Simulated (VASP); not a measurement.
Data:

```
CELL_PARAMETERS angstrom
      0.00000     2.46734     2.46734
      2.46734     0.00000     2.46734
      2.46734     2.46734     0.00000
ATOMIC_POSITIONS crystal
  Be 0.00000 0.00000 0.00000
  S  0.25000 0.25000 0.25000
```

Computed with vdW-DF2, VASP's PBE PAW potentials (set 64) (plane waves; VASP). Numerical set-up: 520 eV cut-off, 10×10×10 Γ-centred mesh, tetrahedra with Blöchl corrections, potentials Be S.

Task: Estimate the energy per atom (σ→0), band gap (on the k-mesh) with the smallest direct gap where there is one.

Result: 
```
Quantity                                      Value
-----------------------------------  --------------
band gap (on the k-mesh)                    3.58 eV
smallest direct gap (on the k-mesh)         5.75 eV
energy per atom (σ→0)                -3.853 eV/atom
```

The absolute energy has meaning only against runs of the same code, potentials and settings.

The compound is BeS in the zinc blende structure. It was relaxed first.
